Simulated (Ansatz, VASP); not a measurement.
# LaB6 in two plane-wave programs, part 2 of 2

Aim: how closely do two programs agree when they are given the same cell, functional and k mesh?

VASP 6.6.1 and Ansatz 0.2.0.

So far: The structure; VASP: relaxation of cell and atoms, r2SCAN with rVV10.

## Step 3: Ansatz: relaxation of cell and atoms, r2SCAN with rVV10

Level of this step: Ansatz beside VASP: Kohn-Sham DFT, plane waves, r2SCAN with rVV10 (Ansatz).

Ansatz runs on its default PAW (the set named soft_2) files.

The same cell, functional, mesh and smearing now go to Ansatz, which takes its cutoff from its data sets.

input.yaml

```yaml
crystal:
  lattice:
    - [4.157, 0.0, 0.0]
    - [0.0, 4.157, 0.0]
    - [0.0, 0.0, 4.157]
  atoms:
    - { symbol: La, position: [0.0, 0.0, 0.0] }
    - { symbol: B, position: [0.1975, 0.5, 0.5] }
    - { symbol: B, position: [0.5, 0.1975, 0.5] }
    - { symbol: B, position: [0.8025, 0.5, 0.5] }
    - { symbol: B, position: [0.5, 0.8025, 0.5] }
    - { symbol: B, position: [0.5, 0.5, 0.1975] }
    - { symbol: B, position: [0.5, 0.5, 0.8025] }
hamiltonian:
  xc: r2scan
  pseudopotentials: { kind: paw }
  dispersion: rvv10
kpoints:
  mp_grid: { grid: [6, 6, 6] }
scf:
  occupations: { method: fermi_dirac, width: 0.05 }
relax:
  f_tol: 0.01
  max_steps: 60
  cell: { stress_tol: 0.05 }
output:
  forces: true
  stress: true
```

Launch:

```console
$ ansatz run input.yaml --threads 4 --pin off --max-ram 9216MiB --backend cpu --events-out ev --progress --plain --runs-dir out
```

Numbers of over 12 decimals in the logs are rounded to 6 here.

Log:

```text
Engine: ansatz 0.2.0, aarch64-unknown-linux-gnu
Pseudopotentials: kind: paw
Pseudopotential: La, paw, valence charge 11, recommended cutoff 500 eV (meta_gga), La.paw.azcp
Pseudopotential: B, paw, valence charge 3, recommended cutoff 500 eV (meta_gga), B.paw.azcp
Functional definition: r2SCAN+rVV10
  parameter k0 = 0.174
  parameter k1 = 0.065
  parameter a1 = 4.9479
  exchange = r2scan_x(k0 = k0, k1 = k1, a1 = a1)
  correlation = r2scan_c + rvv10(11.95, 0.0093)
Crystal: 7 atoms, lattice volume = 71.836 Å³
Basis set: ecut = 500 eV, 1839 PW (Γ), exchange–correlation on 144×144×144 points (64 copies of the dense FFT grid, shifted against one another)
Bands: 22, of which v1, the nominal top of the filled ones, is band 15 counted from 1 (14 counted from 0)
Symmetry: 48 space group operations
Space group: Pm-3m (ITA 221), of the structure as read, at distance tolerance 4.2e-5 Å
k-points: 20 of 216
Non-local potential: La, projectors of the file, l = 0: 3, l = 1: 2, l = 2: 2, l = 3: 3
Non-local potential: B, projectors of the file, l = 0: 2, l = 1: 2, l = 2: 1
PAW form: soft (Blöchl's): semilocal exchange-correlation on the pseudo side does not see the compensation charge
rVV10 density: all electrons in the spheres
PAW frozen core: La, regenerated for the run's functional (the file was generated under x = pbe(κ = 0.804, μ = 0.219515), c = pbe(β = 0.066725))
PAW frozen core: B, regenerated for the run's functional (the file was generated under x = pbe(κ = 0.804, μ = 0.219515), c = pbe(β = 0.066725))
PAW one-centre angular grid: La, 974 points (default); XC on 160 Gauss nodes
PAW one-centre angular grid: B, 302 points (default); XC on 160 Gauss nodes
Initial density: superposition of atomic densities (neutral atoms: chi_scale 0, normalization atom), corrected by the library's trained network
Initial wavefunctions: pseudopotential atomic-orbital guess
Functional: x = r2scan, c = r2scan + rvv10(b = 11.95, C = 0.0093); τ floored in thin density (d = 2e-4 eV/Å³)
SCF iter   1: F=—  HF=-7205.504751 eV  |F-HF|=—  |Δ(HF+E_count)|=         —  Δρ=1.02e-2  dr2=9.78e-2  dr2_τ=8.73e-1  ethr=1.77e-3  ⟨swp⟩=5.3  Hψ=2169  notcnv=0  defer=1
preconditioner: auto → Kerker (q_TF=auto, 2.345 Å⁻¹)  [metal: Δε(μ)=0.064 eV  Ē_g=11.693 eV  σ=0.050 eV  W_gap=0.29  n_scr=18 (ndim 8)  ℏωp=22.8 eV  f_vac=0.000  D(μ)=1.10/eV (n_scr^D=6)]
SCF iter   2: F=—  HF=-7205.611983 eV  |F-HF|=—  |Δ(HF+E_count)|=   1.07e-1  Δρ=5.60e-3  dr2=2.76e-2  dr2_τ=1.02e-3  ethr=3.37e-4  ⟨swp⟩=3.2  Hψ=1111  notcnv=0  defer=25
SCF iter   3: F=—  HF=-7205.604950 eV  |F-HF|=—  |Δ(HF+E_count)|=   7.03e-3  Δρ=8.69e-4  dr2=4.19e-4  dr2_τ=4.48e-5  ethr=9.53e-5  ⟨swp⟩=3.4  Hψ=965  notcnv=0  defer=25
SCF iter   4: F=—  HF=-7205.605175 eV  |F-HF|=—  |Δ(HF+E_count)|=   2.24e-4  Δρ=3.72e-4  dr2=1.03e-4  dr2_τ=2.26e-6  ethr=1.44e-6  ⟨swp⟩=2.0  Hψ=830  notcnv=0  defer=25
SCF iter   5: F=—  HF=-7205.605176 eV  |F-HF|=—  |Δ(HF+E_count)|=   1.10e-6  Δρ=8.63e-5  dr2=4.90e-6  dr2_τ=8.60e-8  ethr=3.54e-7  ⟨swp⟩=2.1  Hψ=632  notcnv=0  defer=25
SCF iter   6: F=—  HF=-7205.605179 eV  |F-HF|=—  |Δ(HF+E_count)|=   2.88e-6  Δρ=8.00e-6  dr2=3.49e-8  dr2_τ=2.44e-9  ethr=3.45e-10  ⟨swp⟩=3.2  Hψ=1827  notcnv=0
SCF iter   7: F=-7205.605179 eV  HF=-7205.605179 eV  |F-HF|=4.20e-10  |Δ(HF+E_count)|=   2.44e-8  Δρ=2.71e-6  dr2=3.83e-9  dr2_τ=7.80e-11  ethr=1.20e-10  ⟨swp⟩=2.1  Hψ=1470  notcnv=0
SCF 1 converged in 7 iterations: F = -7205.605179 eV  dr2 = 3.83e-9
  greatest PAW one-centre occupation: 0.965 electrons in one spin orbital (limit 2), on the La atom at site 0 (counted from 0), in its partial waves of l = 0
relax step   1: F+E_penalty+E_count = -7205.60517869 eV  Δ(F+E_penalty+E_count) = +0.000e0 eV  max|allowed force component| = 6.341e-1 eV/Å  Δτ_max = 0.0000 Å  P = -1.742 GPa  Ω = 71.836 Å³  (7 SCF iters, dr2 threshold 1.00e-7 eV, accepted)
[...]
relax step   2: F+E_penalty+E_count = -7205.62000568 eV  Δ(F+E_penalty+E_count) = -1.483e-2 eV  max|allowed force component| = 3.521e-1 eV/Å  Δτ_max = 0.0043 Å  P = -0.998 GPa  Ω = 71.598 Å³  energy of the carried Pulay correction = +3.678e-5 eV  (5 SCF iters, dr2 threshold 7.00e-7 eV, accepted)
[...]
relax step   3: F+E_penalty+E_count = -7205.62662286 eV  Δ(F+E_penalty+E_count) = -6.617e-3 eV  max|allowed force component| = 5.221e-4 eV/Å  Δτ_max = 0.0053 Å  P = +0.101 GPa  Ω = 71.259 Å³  energy of the carried Pulay correction = +8.946e-5 eV  (5 SCF iters, dr2 threshold 7.00e-7 eV, accepted)
[...]
relax step   4: F+E_penalty+E_count = -7205.62662822 eV  Δ(F+E_penalty+E_count) = -5.364e-6 eV  max|allowed force component| = 1.537e-5 eV/Å  Δτ_max = 0.0000 Å  P = +0.061 GPa  Ω = 71.274 Å³  energy of the carried Pulay correction = +8.706e-5 eV  (3 SCF iters, dr2 threshold 2.54e-8 eV, accepted)
[...]
relax step   5: F+E_penalty+E_count = -7205.62662913 eV  Δ(F+E_penalty+E_count) = -9.052e-7 eV  max|allowed force component| = 1.550e-4 eV/Å  Δτ_max = 0.0000 Å  P = +0.001 GPa  Ω = 71.298 Å³  energy of the carried Pulay correction = +8.346e-5 eV  (3 SCF iters, dr2 threshold 9.21e-9 eV, accepted)
[...]
relax step   6: F+E_penalty+E_count = -7205.62655580 eV  Δ(F+E_penalty+E_count) = +7.333e-5 eV  max|allowed force component| = 1.710e-4 eV/Å  Δτ_max = 0.0000 Å  P = +0.001 GPa  Ω = 71.298 Å³  stress off target by 9.37e-4 GPa  SCF on the basis re-selected at this cell (its energy is not comparable with the rows above)  (4 SCF iters)
basis re-selected at this cell: Δ(F+E_penalty+E_count) = +7.333e-5 eV, ΔP = -0.000 GPa vs the last step (what re-selecting the basis moved, of the pressure what is left beyond the Pulay correction that the steps carried, after the strain that the cell walked since its last selection, with what the two solves' SCF thresholds leave and, on support functions, any second-order correction that the steps lacked; it is no m [...]
SCF converged after 4 iterations
Free energy (F): -7205.626556 eV
Harris-Foulkes:  -7205.626556 eV  (|F-HF|=1.09e-11)
Internal energy: -7205.617547 eV  (E = F + TS)
E sigma→0 (E₀):  -7205.622051 eV
Entropy (-TS):   -0.009009 eV (-1.287 meV/atom)
Fermi energy:    12.407370 eV
--- Per-component energies (eV) ---
  E_band       = 37.287682
  E_kinetic    = 492.257651
  E_local      = -380.111993  (includes V_loc(G=0)·N_el)
  E_nonlocal   = 162.755015
  E_hartree    = 117.862464
  E_xc         = -320.943133
  E_vxc        = -411.814886  (∫ρ·V_xc dr)
  E_paw        = -5919.464733  (= ΣΔE_a)
  E_vpaw       = -81.321502  (= ΣTr[D̂ρ^β])
  E_aug_tail   = -0.000008  (compensation charges beyond the density's cutoff)
  E_vtau       = 19.798450  (kinetic-family band-sum trace: ∫τ·v_τ [+ j·A + Jᵃ·Aᵃ] dr)
  E_ewald      = -1357.930670
  E_core_change = -0.042140  (= ΣΔE_core)
  E_smearing   = -0.009009  (= −TS)
  E_closure    = -0.000000  (closes the sum)
  Σ components = -7205.626556   (vs F -7205.626556, Δ=0.00e0)
--- Forces (eV/Å), atoms counted from 1 ---
  atom   1  La     0.00000000    -0.00000000     0.00000000
  atom   2  B      0.00017097     0.00000000    -0.00000000
  atom   3  B      0.00000000     0.00017097     0.00000000
  atom   4  B     -0.00017097    -0.00000000     0.00000000
  atom   5  B     -0.00000000    -0.00017097    -0.00000000
  atom   6  B      0.00000000    -0.00000000     0.00017097
  atom   7  B      0.00000000     0.00000000    -0.00017097
  max |Σ_I F_I| component: 6.94e-18 eV/Å
--- Stress (GPa, compression-positive) ---
        0.000937       0.000000      -0.000000
        0.000000       0.000937      -0.000000
       -0.000000      -0.000000       0.000937
  P = ⅓ Tr σ = 0.0009 GPa (0.009 kbar)
--- Relaxed structure (5 steps of the walk, 5 accepted, 1 SCFs on fresh bases) ---
  F+E_penalty+E_count = -7205.62655580 eV   max|allowed force component| = 1.710e-4 eV/Å   (the final SCF, on the basis selected at the relaxed cell)
  cell:  # Å, volume = 71.2976 Å³
    - [4.146595, 0, 0.0]
    - [0, 4.146595, 0]
    - [0, 0, 4.146595]
  atoms:
    - { symbol: La, position: [0, 0, 0] }
    - { symbol: B, position: [0.199818, 0.5, 0.5] }
    - { symbol: B, position: [0.5, 0.199818, 0.5] }
    - { symbol: B, position: [0.800182, 0.5, 0.5] }
    - { symbol: B, position: [0.5, 0.800182, 0.5] }
    - { symbol: B, position: [0.5, 0.5, 0.199818] }
    - { symbol: B, position: [0.5, 0.5, 0.800182] }
```

The job ended after 9.5 s (4 threads of Arm Neoverse V2, shared host; peak memory 0.63 GiB).

## Step 4: Comparison

Known differences besides the potentials themselves: VASP keeps PBE cores, Ansatz makes them for the functional; both relaxations stop at a tolerance, which leaves soft axes loose, and VASP keeps its plane-wave basis; the cutoff is 500 eV in Ansatz and 520 eV in VASP; Ansatz adds a Pulay correction to the stress that steers its cell, VASP none. Total energies have different zeros and are not compared.

Compared:

```csv
quantity,Ansatz,VASP,difference
volume (Å³),71.30,71.35,-0.07 %
"edge a after relaxation, in the typed setting (Å)",4.147,4.148,-0.02 %
```

The walks stopped with 0.00 GPa left in Ansatz and 0.00 GPa in VASP; each walk ends within a tolerance, so the volume difference is uncertain by about these residues over the bulk modulus, most in soft cells.

## Step 5: What came out

| Property | Result |
| --- | --- |
| difference in volume (relaxation of cell and atoms, r2SCAN with rVV10) | -0.070 % |

What this shows: The difference in volume is -0.070 % (relaxation of cell and atoms, r2SCAN with rVV10), within the 1.2 % picked in this series as the mark of a large difference, as far as the stopping tolerances let one tell. How closely two codes agree says nothing of how well the functional describes the real material.

[Lines on the potential files, build, host, timing and source positions are cut from VASP's logs without a mark.]

[Logs are printed without paths, hosts, clocks, repeated set-up lines and the standing remarks that a program may print on its own settings, such as how far it seeks lower states.]

[Hosts, paths, dates, database ids (printed as entryN), source tags and the programs' standing remarks are cut or masked in the printed files.]
